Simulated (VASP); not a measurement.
TeRu:

```
Ru Te
1.0
     0.00000    3.11393    3.11393
     3.11393    0.00000    3.11393
     3.11393    3.11393    0.00000
Ru Te
1 1
Direct
  0.00000 0.00000 0.00000
  0.25000 0.25000 0.25000
```

The cell comes from a database or a generator and needn't be the stable form of this composition.

Base run:

- Program: VASP 6.6.1
- Functional: PBEsol
- Potentials or basis: VASP PAW PBE potentials, release 64 (Ru_pv, Te)
- Cutoff: 520 eV
- k mesh: 5 × 5 × 5
- Occupations: gaussian, width 0.05 eV
- Spin: collinear spin, zero start
- Starting moments: [0.0, 0.0] μB
- Hubbard terms: Ru d U = 2 eV

Its results: band gap on the k mesh none (metal or under the smearing width); pressure -13.5 GPa; net moment 0.00 μB per cell.

**Question.** The run is repeated on the same cell with these changes: functional from PBEsol to r2SCAN; hubbard terms from Ru d U = 2 eV to Ru d U = 6 eV. What comes out?

**Answer.** Band gap on the k mesh none (metal or under the smearing width); pressure -9.7 GPa; net moment 0.00 μB per cell.

Several settings changed at once, so the effect can't be laid on one alone.

Caveats: the PAW data sets were made with another functional, which shifts forces and pressure a little; the U is typed as a test and isn't derived for this compound.

Not every run made on this cell is shown here.
